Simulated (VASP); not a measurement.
Here is the system:

```
GaN
1.0
    0.00000     2.24825     2.24825
    2.24825     0.00000     2.24825
    2.24825     2.24825     0.00000
Ga N
1 1
Cartesian
  0.00000   0.00000   0.00000
  1.12412   1.12412   1.12412
```

All values below come from r2SCAN+rVV10, VASP's PBE PAW potentials (set 64) (plane waves; VASP). Numerical set-up: 520 eV cut-off, 11×11×11 Γ-centred mesh, tetrahedra with Blöchl corrections, potentials Ga_d N.

**Question.** Give the energies of bands 7 to 10 at the high-symmetry points, in eV from the valence-band maximum.

**Answer.** 
```json
[
 {"band": "7", "Γ": "0.00", "X": "-6.26", "U": "-5.98", "L": "-7.22", "W": "-5.80"},
 {"band": "8", "Γ": "0.00", "X": "-2.81", "U": "-4.40", "L": "-1.01", "W": "-3.84"},
 {"band": "9", "Γ": "0.00", "X": "-2.81", "U": "-2.26", "L": "-1.01", "W": "-3.75"},
 {"band": "10", "Γ": "2.13", "X": "3.72", "U": "5.43", "L": "5.18", "W": "6.70"}
]
```

The gap is direct, 2.13 eV, from the valence maximum at Γ to the conduction minimum at Γ.

The compound is GaN in the zinc blende structure, a metastable form; wurtzite is the usual one. It was relaxed first.
